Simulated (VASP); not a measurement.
Output of a VASP run:

### OSZICAR
```
       N       E                     dE             d eps       ncg     rms          rms(c)
DAV:   1     0.386374377980E+03    0.38637E+03   -0.21350E+04  1750   0.182E+03
DAV:   2     0.233227740763E+01   -0.38404E+03   -0.37639E+03  1870   0.455E+02
DAV:   3    -0.314606660985E+02   -0.33793E+02   -0.32084E+02  2555   0.113E+02
DAV:   4    -0.325074940209E+02   -0.10468E+01   -0.10417E+01  2106   0.213E+01
DAV:   5    -0.325393395314E+02   -0.31846E-01   -0.31803E-01  2438   0.366E+00    0.228E+01
DAV:   6    -0.308058503755E+02    0.17335E+01   -0.21492E+01  2501   0.329E+01    0.140E+01
DAV:   7    -0.303784277644E+02    0.42742E+00   -0.29001E+01  2411   0.327E+01    0.106E+01
DAV:   8    -0.296188253906E+02    0.75960E+00   -0.16589E+00  2411   0.103E+01    0.454E+00
DAV:   9    -0.295230208125E+02    0.95805E-01   -0.18602E+00  2605   0.751E+00    0.213E+00
DAV:  10    -0.294767867671E+02    0.46234E-01   -0.27852E-01  2468   0.376E+00    0.378E-01
DAV:  11    -0.294781656790E+02   -0.13789E-02   -0.38078E-03  2177   0.531E-01    0.448E-01
DAV:  12    -0.294764737250E+02    0.16920E-02   -0.11322E-02  2484   0.667E-01    0.866E-02
DAV:  13    -0.294764530823E+02    0.20643E-04   -0.18507E-04  2030   0.985E-02    0.439E-02
DAV:  14    -0.294764640568E+02   -0.10974E-04   -0.78670E-05  2383   0.693E-02    0.533E-02
DAV:  15    -0.294764434546E+02    0.20602E-04   -0.97765E-05  2545   0.664E-02    0.893E-03
DAV:  16    -0.294764437626E+02   -0.30793E-06   -0.25352E-06  2387   0.100E-02    0.567E-03
DAV:  17    -0.294764437423E+02    0.20289E-07   -0.45661E-07  1633   0.538E-03
   1 F= -.32569549E+02 E0= -.32569372E+02  d E =-.530972E-03
```

File OUTCAR:
```
------------------------ aborting loop because EDIFF is reached ----------------------------------------
 Edisp (eV)   -3.09311
  FORCE on cell =-STRESS in cart. coord.  units (eV):
  Direction    XX          YY          ZZ          XY          YZ          ZX
  --------------------------------------------------------------------------------------
  Total      -0.02480    -0.02480    -0.02480    -0.00000    -0.00000     0.00000
  in kB      -0.67247    -0.67247    -0.67247    -0.00000    -0.00000     0.00000
  external pressure =       -0.67 kB  Pullay stress =        0.00 kB
  volume of cell :       59.10
      direct lattice vectors                 reciprocal lattice vectors
     3.895154703  0.000000000  0.000000000     0.256729213  0.000000000  0.000000000
     0.000000000  3.895154703  0.000000000     0.000000000  0.256729213  0.000000000
     0.000000000  0.000000000  3.895154703     0.000000000  0.000000000  0.256729213
 POSITION                                       TOTAL-FORCE (eV/Angst)
 -----------------------------------------------------------------------------------
      0.00000      0.00000      0.00000         0.000000      0.000000      0.000000
      0.00000      1.94758      1.94758         0.000000      0.000000      0.000000
      1.94758      0.00000      1.94758         0.000000      0.000000      0.000000
      1.94758      1.94758      0.00000         0.000000      0.000000      0.000000
 -----------------------------------------------------------------------------------
    total drift:                                0.000000      0.000000     -0.000000
  FREE ENERGIE OF THE ION-ELECTRON SYSTEM (eV)
  ---------------------------------------------------
  free  energy   TOTEN  =       -32.5695488228 eV

  energy  without entropy=      -32.5690178503  energy(sigma->0) =      -32.56937183
```
(Selected blocks of OUTCAR.)

### POSCAR
```
Pt3Ti
1
    3.8951547026     0.0000000000     0.0000000000
    0.0000000000     3.8951547026     0.0000000000
    0.0000000000     0.0000000000     3.8951547026
Ti Pt
1 3
Direct
  0.0000000000   0.0000000000   0.0000000000
  0.0000000000   0.5000000000   0.5000000000
  0.5000000000   0.0000000000   0.5000000000
  0.5000000000   0.5000000000   0.0000000000
```

Q: Write an INCAR and KPOINTS that could have produced this output.

A: Several could match; the one computed here: the input of the run itself, PBE GGA with D3 dispersion (zero damping), plane waves, VASP's PBE PAW potentials (set 64).

File KPOINTS:
```
Automatic mesh
0
Gamma
8 8 8
0 0 0
```

**INCAR**
```
SYSTEM = Pt3Ti
PREC = Accurate; ENCUT = 520; LREAL = .False.
LASPH = .True.
EDIFF = 1E-7; NELM = 100; ALGO = Normal
LMAXMIX = 6
ISMEAR = 1; SIGMA = 0.1
GGA = PE; IVDW = 11
ISIF = 2
LWAVE = .False.; LCHARG = .False.
```

POTCAR, in this order: Ti_sv Pt (PBE.64 set). Program: vasp_std.

The compound is Pt3Ti in the L1_2 structure. It was relaxed first.
